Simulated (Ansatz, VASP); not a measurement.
## One calculation of ZrZn, two programs

```
CELL_PARAMETERS angstrom
3.26003 0.00000 0.00000
0.00000 3.26003 0.00000
0.00000 0.00000 3.26003
ATOMIC_POSITIONS crystal
Zr 0.50000 0.50000 0.50000
Zn 0.00000 0.00000 0.00000
```

Alike in both runs: functional LDA; k mesh 12 × 12 × 12; occupations gaussian, width 0.1 eV; no spin polarisation.

Ansatz relaxed the structure, and its values are those at the end. VASP's run is a single point on that final structure, the one shown.

|  | VASP | Ansatz |
| --- | --- | --- |
| version | VASP 6.6.1 | Ansatz 0.2.0 |
| potentials or method | VASP PAW LDA potentials, release 64 (Zr_sv, Zn) | scalar-relativistic, plane waves, PAW |
| plane-wave cutoff (eV) | 520 | 420 |
| valence electrons in the cell | 24 | 24 |

|  | VASP | Ansatz | Ansatz less VASP |
| --- | --- | --- | --- |
| gap on the k mesh at the Fermi level (eV) | none | none | - |
| pressure (GPa) | 0.4 | 0.0 | -0.41 |

A gap of «none» marks a metal or a gap that the smearing closes.
